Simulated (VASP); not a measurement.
Input:

```yaml
crystal:
  lattice:
    - [4.01212, 0.00000, 0.00000]
    - [0.00000, 4.01212, 0.00000]
    - [0.00000, 0.00000, 4.01212]
  atoms:
    - { symbol: K, position: [0.00000, 0.00000, 0.00000] }
    - { symbol: Ta, position: [0.50000, 0.50000, 0.50000] }
    - { symbol: O, position: [0.50000, 0.00000, 0.50000] }
    - { symbol: O, position: [0.00000, 0.50000, 0.50000] }
    - { symbol: O, position: [0.50000, 0.50000, 0.00000] }
```

These are revTPSS meta-GGA, VASP's PBE PAW potentials (set 64) (plane waves; VASP 6.6.1) values and carry that method's errors. Numerical set-up: 520 eV cut-off, 6×6×6 Γ-centred mesh, tetrahedra with Blöchl corrections, potentials K_sv Ta_pv O.

Unless said otherwise, spin-orbit coupling is left out, though it shifts the bands of the heavy elements here.

Task: Estimate the energy per atom (σ→0), band gap (over mesh and band path) with the smallest direct gap where there is one.

Result: 
```yaml
band gap (over mesh and band path): 2.16 eV
smallest direct gap (over mesh and band path): 2.78 eV
energy per atom (σ→0): -1.716 eV/atom
```

The absolute energy has meaning only against runs of the same code, potentials and settings.

The compound is KTaO3 in the cubic perovskite structure. It was relaxed first.
